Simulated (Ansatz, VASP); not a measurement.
# HfN in two plane-wave programs, part 2 of 2

Wanted: the spread between two codes on one cell, functional and k mesh. The cell is taken from a series of runs on this material, whose earlier steps may have relaxed, scaled, displaced or heated it; both programs get it as it stands.

VASP 6.6.1 and Ansatz 0.2.0.

So far: Starting point; VASP: relaxation of cell and atoms, RPBE; Ansatz: relaxation of cell and atoms, RPBE; Side by side.

## 5. VASP: zone-centre phonons, RPBE

Level of this step: RPBE; plane waves and PAW (Hf_pv, N) (VASP).

Second derivatives magnify differences that forces hide, and they need a tight electronic threshold.

File INCAR:

```
SYSTEM = HfN
PREC = Accurate
ENCUT = 600
EDIFF = 1E-08
NELM = 120
ISMEAR = 1
SIGMA = 0.2
LREAL = .FALSE.
ALGO = Normal
GGA = RP
NBANDS = 13
LASPH = .TRUE.
LORBIT = 11
LWAVE = .FALSE.
LCHARG = .FALSE.
ISIF = 2
IBRION = 8
GGA_COMPAT = .FALSE.
KPAR = 2
```

File POSCAR:

```
HfN
1.0
    0.0000000000      2.2871762440      2.2871762440
    2.2871762440      0.0000000000      2.2871762440
    2.2871762440      2.2871762440      0.0000000000
Hf N
1 1
Direct
    0.0000000000      0.0000000000      0.0000000000
    0.5000000000      0.5000000000      0.5000000000
```

File KPOINTS:

```
Automatic mesh
0
Gamma
20 20 20
0 0 0
```

Potentials, in the order of the species: Hf_pv and N (PBE family, release 64).

Run with:

```bash
$ mpirun -np 2 vasp_std
```

Numbers of over 12 decimals in the logs are rounded to 6 here.

Log:

```text
[banner, memory and clock lines left out]
running    2 mpi-ranks, on    1 nodes
[...]
[... a notice as in an earlier step ...]

 LDA part: xc-table for (Slater+PW92), standard interpolation
 POSCAR, INCAR and KPOINTS ok, starting setup
[...]
entering main loop
       N       E                     dE             d eps       ncg     rms          rms(c)
DAV:   1     0.446626583169E+02    0.44663E+02   -0.85875E+03  6680   0.121E+03
DAV:   2    -0.212739047697E+02   -0.65937E+02   -0.61428E+02  8943   0.265E+02
DAV:   3    -0.237371583317E+02   -0.24633E+01   -0.24438E+01  8098   0.433E+01
DAV:   4    -0.237501263797E+02   -0.12968E-01   -0.12956E-01  7401   0.353E+00
[...]
DAV:  15    -0.207731236772E+02   -0.21008E-07   -0.19888E-08  5724   0.130E-03    0.109E-03
DAV:  16    -0.207731236894E+02   -0.12234E-07   -0.33722E-09  3383   0.550E-04    0.360E-04
DAV:  17    -0.207731236864E+02    0.30343E-08   -0.30130E-10  3358   0.178E-04
   1 F= -.20773124E+02 E0= -.20772859E+02  d E =-.795344E-03
[...]
RMM:  14    -0.209120943361E+00    0.67372E-08    0.21231E-07 27815   0.802E-06    0.162E-05
RMM:  15    -0.209120929769E+00    0.13592E-07    0.11897E-07 29281   0.543E-06    0.374E-07
RMM:  16    -0.209120929660E+00    0.10936E-09    0.52520E-08 21621   0.286E-06    0.634E-07
 first order change of Fermi-energy   0.16533E-03
 force on displaced ion       1 direction 1 : -10.350   0.000   0.000
 Linear response progress:
  Degree of freedom:   2/  2
       N       E                     dE             d eps       ncg     rms          rms(c)
RMM:   1    -0.232053127327E+00   -0.23205E+00    0.16901E-01 36387   0.295E+00
RMM:   2    -0.229579517228E+00    0.24736E-02   -0.36907E-03 26263   0.452E-01    0.541E-01
RMM:   3    -0.230611406469E+00   -0.10319E-02   -0.52096E-04 23833   0.145E-01    0.303E-01
RMM:   4    -0.232213122707E+00   -0.16017E-02   -0.38703E-04 23882   0.132E-01    0.449E-02
[...]
RMM:  11    -0.232165665255E+00    0.16562E-07   -0.86385E-09 30181   0.722E-06    0.129E-05
RMM:  12    -0.232165678012E+00   -0.12757E-07   -0.31236E-09 27275   0.262E-06    0.803E-06
RMM:  13    -0.232165676432E+00    0.15793E-08   -0.18512E-09 18036   0.865E-07    0.379E-06
 first order change of Fermi-energy   0.74582E-04
 force on displaced ion       2 direction 1 : -10.350   0.000   0.000
 Linear response finished
```

Parts of OUTCAR (step 5):

```text
  Total       -0.3602316     -0.3602316     -0.3602316      0.0000000     -0.0000000      0.0000000
  in kB      -24.1192317    -24.1192317    -24.1192317      0.0000000     -0.0000000      0.0000000
  external PRESSURE =     -24.1192317 kB  Pullay stress =       0.0000000 kB

 POSITION                                       TOTAL-FORCE (eV/Angst)
 -----------------------------------------------------------------------------------
      0.00000      0.00000      0.00000        -0.000000      0.000000     -0.000000
      2.28718      2.28718      2.28718         0.000000     -0.000000      0.000000
 -----------------------------------------------------------------------------------
    total drift:                                0.000000      0.000000      0.000000

[... 1 part as in an earlier step ...]

[... 1 further part left out ...]
```

## 6. Ansatz: zone-centre phonons, RPBE

The same cell, functional, mesh and smearing now go to Ansatz, which takes its cutoff from its data sets.

The cell is taken from a series of runs on this material, whose earlier steps may have relaxed, scaled, displaced or heated it; both programs get it as it stands.

File input.yaml:

```yaml
crystal:
  lattice:
    - [0.0, 2.287176244, 2.287176244]
    - [2.287176244, 0.0, 2.287176244]
    - [2.287176244, 2.287176244, 0.0]
  atoms:
    - { symbol: Hf, position: [0.0, 0.0, 0.0] }
    - { symbol: "N", position: [0.5, 0.5, 0.5] }
kpoints:
  mp_grid: { grid: [20, 20, 20] }
hamiltonian:
  xc: rpbe
scf:
  occupations: { method: methfessel_paxton, width: 0.2 }
output:
  eigenvalues: true
phonons:
  method: dfpt
```

Run with:

```bash
$ ansatz run input.yaml --threads 4 --pin off --max-ram 7168MiB --backend cpu --events-out ev --progress --plain --runs-dir out
```

Log:

```text
[...]
Crystal: 2 atoms, lattice volume = 23.929 Å³
Basis set: ecut = 420 eV, 459 PW (Γ), exchange–correlation on 48×48×48 points (8 copies of the dense FFT grid, shifted against one another)
Bands: 20, of which v1, the nominal top of the filled ones, is band 16 counted from 1 (15 counted from 0)
Symmetry: 48 space group operations
k-points: 641 of 8000 (irreducible under 8 space group operations, time reversal used)
[...]
k mesh reduced under 8 symmetry operations, with k and −k counted as one. Each operation leaves every solved perturbation unchanged. A smaller set is not used because it would not reduce the number of displacements times k-points to solve
  ASR residual: 1.818e-5 → 0.000e0 eV/Å²; symmetrization residual: 9.615e-7 eV/Å²
  ASR residual per site (eV/Å²): 1.03e-5 1.82e-5
  Γ frequencies (cm⁻¹): 0.00 0.00 0.00 466.33 466.33 466.33
  non-analytic LO–TO correction: not included (Born effective charges unavailable; polar crystals: no LO–TO splitting at Γ)
[key lines of the parts left out:]
SCF converged after 10 iterations
Free energy (F): -16122.473157 eV
Fermi energy:    23.166558 eV
```

## 7. Differences

What differs besides the data sets and the points named for the pairs above, as far as they apply: the data sets hold 31 valence electrons in Ansatz (on its default PAW (the set named soft_2) files) and 15 in VASP. Total energies have different zeros and are not compared.

Compared:

| quantity | Ansatz | VASP | difference |
| --- | --- | --- | --- |
| optical mode 1 to 3 (cm⁻¹) | 466.3 | 465.6 | +0.16 % |

Modes are paired by rising frequency, not by their patterns, so a pair may set unlike modes beside each other; they are those without the splitting of longitudinal modes.

## 8. What came out

```json
{
  "difference in volume (relaxation of cell and atoms, RPBE)": "0.97 %",
  "r.m.s. difference of the optical zone-centre modes, each program's sorted by frequency (zone-centre phonons, RPBE)": "0.73 cm⁻¹"
}
```

The difference in volume is 0.97 % (relaxation of cell and atoms, RPBE), within the 1.2 % picked in this series as the mark of a large difference, as far as the stopping tolerances let one tell. The data sets hold unlike numbers of valence electrons (31 in Ansatz and 15 in VASP), so part of the differences comes from the potentials. 2 further runs of this series are not shown here. Such differences can come from data sets, numerical settings and the points named under the comparisons, not from the functional's error against experiment.

[Lines on the potential files, build, host, timing and source positions are cut from VASP's logs without a mark.]

[Logs are printed without paths, hosts, clocks, repeated set-up lines and the standing remarks that a program may print on its own settings, such as how far it seeks lower states.]

[Hosts, paths, dates, database ids (printed as entryN), source tags and the programs' standing remarks are cut or masked in the printed files.]
